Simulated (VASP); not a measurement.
Data:

```
SrCl2
1.0
    0.00000     3.40687     3.40687
    3.40687     0.00000     3.40687
    3.40687     3.40687     0.00000
Sr Cl
1 2
Cartesian
  0.00000   0.00000   0.00000
  1.70343   1.70343   1.70343
  5.11030   5.11030   5.11030
```

Computed with LDA (Ceperley-Alder, Perdew-Zunger), VASP's LDA PAW potentials (set 64) (plane waves; VASP 6.6.1). Run with 400 eV cut-off, 6×6×6 Γ-centred mesh, Gaussian smearing of 0.010 eV, potentials Sr_sv Cl.

Task: Give the electronic dielectric tensor ε∞ (DFPT, local fields included).

Result: 
```
3.13  0.00  0.00
0.00  3.13  0.00
0.00  0.00  3.13
```

Task: Give the Born effective charges.

Result: 
```tsv
atom	Z*xx	Z*yy	Z*zz	mean
Sr1	2.49	2.49	2.49	2.49
Cl2	-1.25	-1.25	-1.25	-1.25
Cl3	-1.25	-1.25	-1.25	-1.25
```

The compound is SrCl2 in the fluorite structure. It was relaxed first, which changed the volume by -7 %.
